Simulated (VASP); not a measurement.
Method: HSE06 screened hybrid, VASP's PBE PAW potentials (set 64) (plane waves; VASP).

Input for VASP

INCAR:
```
SYSTEM  =  SbSi62
PREC  =  Normal; ENCUT  =  400; LREAL  =  Auto
LASPH  =  T; ISYM  =  0; NELECT  =  252.0
EDIFF  =  1E-5; NELM  =  50; NELMIN  =  4
ALGO  =  Normal; LMAXMIX  =  4
ISMEAR  =  0; SIGMA  =  0.05
GGA  =  PE; LHFCALC  =  T; AEXX  =  0.25
HFSCREEN  =  0.2; PRECFOCK  =  Fast
ISIF  =  0
LWAVE  =  F; LCHARG  =  F
```

POSCAR:
```
SbSi62
1
   10.9370747000     0.0000000000     0.0000000000
    0.0000000000    10.9370747000     0.0000000000
    0.0000000000     0.0000000000    10.9370747000
Si Sb
62 1
Direct
  0.5012763566   0.9977036572   0.9977043241
  0.6241896731   0.1247826218   0.1246255834
  0.7483555382   0.2511252944   0.0016517753
  0.8753657333   0.3752493079   0.1240272944
  0.7483220799   0.0020964900   0.2513058113
  0.8755978442   0.1242601215   0.3754315791
  0.9990614087   0.0007596400   0.0006771216
  0.1226642909   0.1265937219   0.1264491288
  0.2499612339   0.2484319934   0.0014992641
  0.3716605138   0.3800097680   0.1249704234
  0.4987397578   0.5010162487   0.9996167918
  0.6199824534   0.6279837426   0.1248900052
  0.7514766577   0.7499913739   0.0015582728
  0.8731153560   0.8773865126   0.1265110447
  0.2501518392   0.0016615165   0.2480682670
  0.3718036923   0.1253085263   0.3796452971
  0.4812462147   0.2362217620   0.2357119282
  0.7644429158   0.5187119075   0.2349945409
  0.8744802950   0.6279586121   0.3796887105
  0.4988111224   0.9999771256   0.5007624021
  0.6198614759   0.1250834957   0.6279993856
  0.7653351475   0.2348609194   0.5196640745
  0.8748770384   0.3803014025   0.6282690641
  0.7515502169   0.0015216025   0.7495482405
  0.8732182958   0.1263750260   0.8770493239
  0.0023023515   0.4984313439   0.9973997560
  0.1221769875   0.6251861252   0.1242341189
  0.2489874474   0.7506519776   0.0011680620
  0.3745438619   0.8774379881   0.1242090542
  0.9978405079   0.2512698364   0.2511302774
  0.1236123738   0.3756996982   0.3755513114
  0.2469941938   0.5026337529   0.2507551956
  0.3740108846   0.6258062141   0.3727477271
  0.4972568104   0.7526138720   0.2506339604
  0.6239531765   0.8760921391   0.3755286014
  0.0024380014   0.9972542922   0.4982113710
  0.1222028582   0.1242726502   0.6249419267
  0.2468578265   0.2508006205   0.5023604724
  0.3735415181   0.3725693422   0.6259897799
  0.6270088942   0.6263826871   0.6263486847
  0.7488039861   0.7527653118   0.5023567832
  0.8754172414   0.8774413932   0.6248954265
  0.2490402773   0.0014331093   0.7505843219
  0.3745330151   0.1243399626   0.8776178919
  0.4971400799   0.2507379042   0.7527087372
  0.6239907932   0.3756550613   0.8759042433
  0.7489644841   0.5028228863   0.7530056599
  0.8755851595   0.6254404262   0.8776241829
  0.9980065889   0.7497190830   0.2480350303
  0.1272949901   0.8725145325   0.3732776072
  0.9999818353   0.5011420093   0.5007750762
  0.1236928537   0.6261885170   0.6258155696
  0.2517166307   0.7483006095   0.5024380111
  0.3736494438   0.8764476039   0.6259197215
  0.9981809718   0.2481379479   0.7495956588
  0.1270919553   0.3736517507   0.8725005832
  0.2513427012   0.5027046156   0.7481653956
  0.3736141057   0.6261651253   0.8760810318
  0.4969053063   0.7488162570   0.7485013053
  0.6261110454   0.8729223702   0.8727580749
  0.9985098831   0.7507069876   0.7504162082
  0.1240173759   0.8757020018   0.8754810283
  0.5320554313   0.4678316040   0.4684074977
```

File KPOINTS:
```
Automatic mesh
0
Gamma
1 1 1
```

POTCAR, in this order: Si Sb (PBE.64 set). Program: vasp_gam. Read from the step before: WAVECAR.

Output of the run:

File OUTCAR:
```
 ion  position               nearest neighbor table
   1  0.501  0.998  0.998-  44 2.36  29 2.36  60 2.37   2 2.38
   2  0.624  0.125  0.125-  17 2.33   3 2.36   5 2.36   1 2.38
   3  0.748  0.251  0.002-   2 2.36   4 2.36  25 2.36  46 2.37
   4  0.875  0.375  0.124-  18 2.33   3 2.36  30 2.36  26 2.38
   5  0.748  0.002  0.251-   2 2.36   6 2.36  14 2.36  35 2.37
   6  0.876  0.124  0.375-  22 2.33  30 2.36   5 2.36  36 2.38
   7  0.999  0.001  0.001-  25 2.37  14 2.37  62 2.37   8 2.37
   8  0.123  0.127  0.126-  15 2.36   9 2.36  30 2.36   7 2.37
   9  0.250  0.248  0.001-  44 2.35   8 2.36  10 2.38  56 2.38
  10  0.372  0.380  0.125-  17 2.32  32 2.36  11 2.36   9 2.38
  11  0.499  0.501  1.000-  10 2.36  12 2.36  58 2.36  46 2.36
  12  0.620  0.628  0.125-  18 2.32  34 2.36  11 2.36  13 2.38
  13  0.751  0.750  0.002-  48 2.35  14 2.36  12 2.38  60 2.38
  14  0.873  0.877  0.127-  13 2.36  49 2.36   5 2.36   7 2.37
  15  0.250  0.002  0.248-  29 2.35   8 2.36  16 2.38  50 2.38
  16  0.372  0.125  0.380-  17 2.32  38 2.36  20 2.36  15 2.38
  17  0.481  0.236  0.236-  10 2.32  16 2.32   2 2.33
  18  0.764  0.519  0.235-  12 2.32  19 2.32   4 2.33
  19  0.874  0.628  0.380-  18 2.32  41 2.36  51 2.36  49 2.38
  20  0.499  1.000  0.501-  21 2.36  16 2.36  54 2.36  35 2.36
  21  0.620  0.125  0.628-  22 2.32  45 2.36  20 2.36  24 2.38
  22  0.765  0.235  0.520-  23 2.32  21 2.32   6 2.33
  23  0.875  0.380  0.628-  22 2.32  47 2.36  51 2.36  55 2.38
  24  0.752  0.002  0.750-  42 2.35  25 2.36  21 2.38  60 2.38
  25  0.873  0.126  0.877-  24 2.36   3 2.36  55 2.36   7 2.37
  26  0.002  0.498  0.997-  27 2.36  48 2.36  56 2.36   4 2.38
  27  0.122  0.625  0.124-  49 2.35  26 2.36  32 2.36  28 2.37
  28  0.249  0.751  0.001-  58 2.36  27 2.37  29 2.37  62 2.37
  29  0.375  0.877  0.124-  15 2.35   1 2.36  34 2.36  28 2.37
  30  0.998  0.251  0.251-   6 2.36   4 2.36   8 2.36  31 2.37
  31  0.124  0.376  0.376-  51 2.36  30 2.37  38 2.37  32 2.37
  32  0.247  0.503  0.251-  33 2.35  10 2.36  27 2.36  31 2.37
  33  0.374  0.626  0.373-  34 2.35  32 2.35  53 2.37  63 2.66
  34  0.497  0.753  0.251-  33 2.35  12 2.36  29 2.36  35 2.37
  35  0.624  0.876  0.376-  20 2.36   5 2.37  41 2.37  34 2.37
  36  0.002  0.997  0.498-  37 2.36  42 2.36  50 2.36   6 2.38
  37  0.122  0.124  0.625-  55 2.35  36 2.36  38 2.36  43 2.37
  38  0.247  0.251  0.502-  39 2.35  16 2.36  37 2.36  31 2.37
  39  0.374  0.373  0.626-  38 2.35  45 2.35  57 2.37  63 2.66
...
```

**OSZICAR**
```
       N       E                     dE             d eps       ncg     rms          rms(c)
DAV:   1    -0.392212745181E+03   -0.39221E+03   -0.13884E+01   316   0.849E+00    0.239E+01
DAV:   2    -0.392324789337E+03   -0.11204E+00   -0.36946E-01   362   0.140E+00    0.167E+01
DAV:   3    -0.392309448968E+03    0.15340E-01   -0.23155E-02   354   0.302E-01    0.103E+01
DAV:   4    -0.392303267799E+03    0.61812E-02   -0.53505E-03   346   0.136E-01    0.609E+00
DAV:   5    -0.392300958709E+03    0.23091E-02   -0.92542E-04   362   0.627E-02    0.358E+00
DAV:   6    -0.392300148896E+03    0.80981E-03   -0.40952E-04   354   0.419E-02    0.209E+00
DAV:   7    -0.392299902535E+03    0.24636E-03   -0.15336E-04   346   0.241E-02    0.122E+00
DAV:   8    -0.392299826943E+03    0.75592E-04   -0.34732E-05   282   0.120E-02    0.718E-01
DAV:   9    -0.392299807154E+03    0.19789E-04   -0.14191E-05   194   0.794E-03    0.420E-01
DAV:  10    -0.392299804614E+03    0.25404E-05   -0.65061E-06   186   0.544E-03
   1 F= -.39229980E+03 E0= -.39229980E+03  d E =-.261620E-11
```

File OUTCAR:
```
------------------------ aborting loop because EDIFF is reached ----------------------------------------
  volume of cell :     1308.29
      direct lattice vectors                 reciprocal lattice vectors
    10.937074700  0.000000000  0.000000000     0.091432127  0.000000000  0.000000000
     0.000000000 10.937074700  0.000000000     0.000000000  0.091432127  0.000000000
     0.000000000  0.000000000 10.937074700     0.000000000  0.000000000  0.091432127
 POSITION                                       TOTAL-FORCE (eV/Angst)
 -----------------------------------------------------------------------------------
      5.48250     10.91196     10.91197        -0.004403      0.018061      0.019082
      6.82681      1.36476      1.36304        -0.007940     -0.030996     -0.034025
      8.18482      2.74658      0.01807        -0.018456      0.029588     -0.022171
      9.57394      4.10413      1.35650         0.025935      0.009632     -0.020048
      8.18445      0.02293      2.74855        -0.017288     -0.028336      0.021097
      9.57648      1.35904      4.10612         0.022083     -0.024209      0.003786
     10.92681      0.00831      0.00741         0.009444     -0.009560     -0.008226
      1.34159      1.38456      1.38298         0.020694     -0.019494     -0.022847
      2.73384      2.71712      0.01640        -0.036756     -0.003262     -0.017523
      4.06488      4.15620      1.36681         0.016217      0.007666      0.002848
      5.45475      5.47965     10.93288         0.008341     -0.007542     -0.003044
      6.78079      6.86831      1.36593        -0.007586     -0.012817      0.001299
      8.21896      8.20271      0.01704        -0.002321      0.031305     -0.017543
      9.54933      9.59604      1.38366         0.021743     -0.023395     -0.016885
      2.73593      0.01817      2.71314        -0.035744     -0.018387      0.002196
      4.06644      1.37051      4.15221         0.016145      0.000481      0.007251
      5.26343      2.58358      2.57800        -0.003546     -0.097378     -0.086720
      8.36077      5.67319      2.57015         0.089632      0.000791     -0.078321
      9.56426      6.86803      4.15268         0.005484     -0.012683      0.002692
      5.45553     10.93682      5.47688         0.004227     -0.007641     -0.007424
      6.77947      1.36805      6.86848         0.004387      0.005305     -0.016377
      8.37053      2.56869      5.68360         0.069546     -0.072100     -0.006044
      9.56860      4.15938      6.87143        -0.008842     -0.002674     -0.021754
      8.21976      0.01664      8.19787        -0.003200     -0.020679      0.040897
      9.55045      1.38217      9.59235         0.017037     -0.010610     -0.026447
      0.02518      5.45138     10.90864        -0.019979      0.005652      0.017655
      1.33626      6.83771      1.35876         0.031472     -0.014973     -0.015393
      2.72319      8.20994      0.01278        -0.033894      0.037875     -0.009294
      4.09641      9.59660      1.35848         0.018256     -0.029778     -0.014419
     10.91346      2.74816      2.74663         0.023881      0.023750      0.020365
      1.35196      4.10906      4.10743         0.009777      0.001606     -0.008395
      2.70139      5.49734      2.74253        -0.024680     -0.022160      0.006139
      4.09058      6.84449      4.07677         0.077633     -0.076105      0.031481
      5.43853      8.23139      2.74120         0.018848      0.029300      0.008416
      6.82422      9.58189      4.10718         0.003039     -0.008876     -0.006222
      0.02666     10.90704      5.44897        -0.017694      0.021588      0.011055
      1.33654      1.35918      6.83504         0.027595     -0.017627     -0.009539
      2.69990      2.74303      5.49435        -0.016769      0.002510     -0.020455
      4.08545      4.07482      6.84650         0.079195      0.040649     -0.073186
      6.85764      6.85079      6.85042        -0.037508     -0.076692     -0.077088
      8.18973      8.23305      5.49431        -0.008372      0.018394     -0.015588
      9.57450      9.59664      6.83453         0.018470     -0.025016     -0.010218
      2.72377      0.01567      8.20920        -0.031289     -0.010352      0.036036
      4.09630      1.35992      9.59857         0.014534     -0.012796     -0.033246
      5.43726      2.74234      8.23243         0.014446      0.007748      0.023772
      6.82463      4.10857      9.57983         0.000661     -0.000540     -0.004263
      8.19148      5.49941      8.23568        -0.010312     -0.019171      0.016601
      9.57634      6.84049      9.59864         0.014080     -0.019226     -0.031486
     10.91527      8.19973      2.71278         0.017411      0.038663      0.005479
      1.39223      9.54276      4.08257         0.000814     -0.000186      0.024033
     10.93688      5.48103      5.47701         0.005250     -0.012265     -0.004089
      1.35284      6.84867      6.84459         0.021359     -0.000678      0.004881
      2.75304      8.18422      5.49520        -0.039687      0.039045     -0.031782
      4.08663      9.58577      6.84573         0.002956     -0.024532      0.002549
     10.91718      2.71390      8.19838         0.012103      0.003472      0.042115
      1.39001      4.08666      9.54260        -0.000945      0.012495     -0.004297
      2.74895      5.49812      8.18274        -0.032576     -0.032540      0.033686
      4.08625      6.84841      9.58176        -0.001164     -0.000719     -0.025097
      5.43469      8.18986      8.18641         0.041962      0.023970      0.027095
      6.84782      9.54722      9.54542        -0.011985      0.004292     -0.001279
     10.92078      8.21054      8.20736         0.005767      0.031687      0.036866
      1.35639      9.57762      9.57520         0.010142     -0.008451     -0.003683
      5.81913      5.11671      5.12301        -0.367629      0.368924      0.355049
 -----------------------------------------------------------------------------------
    total drift:                               -0.012561     -0.040347     -0.053752
  FREE ENERGIE OF THE ION-ELECTRON SYSTEM (eV)
  ---------------------------------------------------
  free  energy   TOTEN  =      -392.2998046139 eV

  energy  without entropy=     -392.2998046139  energy(sigma->0) =     -392.29980461

  exchange ACFDT corr.  =         0.00000000  see jH, gK, PRB 81, 115126
```
(Selected blocks of OUTCAR.)

The cell is charged, with a uniform compensating background. The supercell is sampled at Γ alone, which is coarse: total energies, pressure and levels can be off, energies of defects by several tenths of an eV.

The cell is a supercell with a defect, built from Si (diamond): Sb_Si-vac_Si, charge +1. The cell's shape comes from a PBE relaxation. The run is not spin-polarised, so no state with unpaired spins was tried.
